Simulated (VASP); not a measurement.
The system is SrB.

```
CELL_PARAMETERS angstrom
3.50092 0.00000 0.00000
0.00000 3.50092 0.00000
0.00000 0.00000 3.50092
ATOMIC_POSITIONS crystal
Sr 0.50000 0.50000 0.50000
B 0.00000 0.00000 0.00000
```

The cell was built by a generator and needn't be a form met in nature.

| Property | Result |
| --- | --- |
| Program | VASP 6.6.1 |
| Task | single point |
| Functional | PBE |
| Potentials or basis | VASP PAW PBE potentials, release 64 (Sr_sv, B) |
| Cutoff | 520 eV |
| k mesh | 8 × 8 × 8 |
| Occupations | fermi-dirac, width 0.05 eV |
| Spin | no spin polarisation |

On this cell: pressure 0.1 GPa; largest force zero by symmetry; band gap on the k mesh none (metal or under the smearing width).

The same run follows on a disturbed copy (atoms moved at random, drawn with an rms of 0.05 Å):

```
CELL_PARAMETERS angstrom
3.50092 0.00000 0.00000
0.00000 3.50092 0.00000
0.00000 0.00000 3.50092
ATOMIC_POSITIONS crystal
Sr 0.50262 0.50321 0.48891
B 0.99892 0.01418 0.99449
```

Task: What does the disturbed cell give?

Result: The energy (extrapolated to zero smearing) moves by +1.2 meV/atom; pressure 0.2 GPa; largest force 0.109 eV/Å; band gap on the k mesh none (metal or under the smearing width).

Forces on the atoms (eV/Å):
```
Sr  -0.031  0.093  0.047
B    0.031 -0.093 -0.047
```
